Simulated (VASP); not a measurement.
K (bcc): the lattice constant a from VASP (plane waves, PAW) at several levels of theory. Static lattice.

| level | lattice constant a (Å) | error against measurement |
|---|---|---|
| LDA | 5.046 | -3.2 % |
| PBE | 5.287 | +1.4 % |
| PBEsol | 5.219 | +0.1 % |
| SCAN | 5.327 | +2.2 % |
| r2SCAN | 5.353 | +2.7 % |

Measured: 5.212 Å at 0 K (as given by Gábor I. Csonka et al., Physical Review B (2009), arXiv:0903.4037; low-temperature or extrapolated to 0 K; zero-point anharmonic expansion removed).

The cell of the LDA run:

```cif
data_K
_chemical_formula_sum 'K1'
_space_group_name_H-M_alt 'P 1'
_space_group_IT_number 1
_cell_length_a 4.36960
_cell_length_b 4.36960
_cell_length_c 4.36960
_cell_angle_alpha 109.471
_cell_angle_beta 109.471
_cell_angle_gamma 109.471
loop_
_space_group_symop_operation_xyz
  'x, y, z'
loop_
_atom_site_label
_atom_site_type_symbol
_atom_site_fract_x
_atom_site_fract_y
_atom_site_fract_z
_atom_site_occupancy
K1 K 0.00000 0.00000 0.00000 1
```

Only levels that ran to the end are used. Left out are those held back, those with too coarse a band path, GW runs whose mesh misses a band edge, hybrids' fits of cells that aren't cubic and levels without matching references; a question may draw on a part of the rest.

The compound is K in the bcc structure.
